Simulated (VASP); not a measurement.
A run of VASP 6.6.1:

File INCAR:

```
SYSTEM = MgAuCl2
PREC = Accurate
ENCUT = 520
EDIFF = 1E-6
ISMEAR = 0
SIGMA = 0.2
LREAL = .FALSE.
LASPH = .TRUE.
NELM = 100
ALGO = Fast
ISIF = 2
LWAVE = .FALSE.
LCHARG = .FALSE.
GGA = PE
NBANDS = 37
```

KPOINTS

```
regular mesh
0
G
  4 4 4
  0 0 0
```

Contents of POSCAR:

```
MgAuCl2
1.0
    5.2730065907      0.0000000000      0.0000000000
    0.0000000000      5.2730065907      0.0000000000
    0.0000000000      0.0000000000      6.5072166852
Mg Au Cl
2 2 4
Direct
    0.5000000000      0.5000000000      0.2500000000
    0.5000000000      0.5000000000      0.7500000000
    0.0000000000      0.0000000000      0.0000000000
    0.0000000000      0.0000000000      0.5000000000
    0.5000000000      0.0000000000      0.0000000000
    0.5000000000      0.0000000000      0.5000000000
    0.0000000000      0.5000000000      0.0000000000
    0.0000000000      0.5000000000      0.5000000000
```

Potentials or basis: VASP PAW PBE potentials, release 64 (Mg, Au, Cl).

Launch:

```console
$ cat potpaw_PBE.64/Mg/POTCAR potpaw_PBE.64/Au/POTCAR potpaw_PBE.64/Cl/POTCAR > POTCAR
$ mpirun -np 1 vasp_std > vasp.out
```

Hardware: 1 thread of Intel(R) Xeon(R) Platinum 8488C (Sapphire Rapids), with other jobs on the host.

**Question.** Estimate the wall time of this run.

**Answer.** Wall time 2.1 min on 1 thread of Intel(R) Xeon(R) Platinum 8488C (Sapphire Rapids) (shared host), peak memory 0.32 GiB. Counts: scf iterations 15, k points 18.
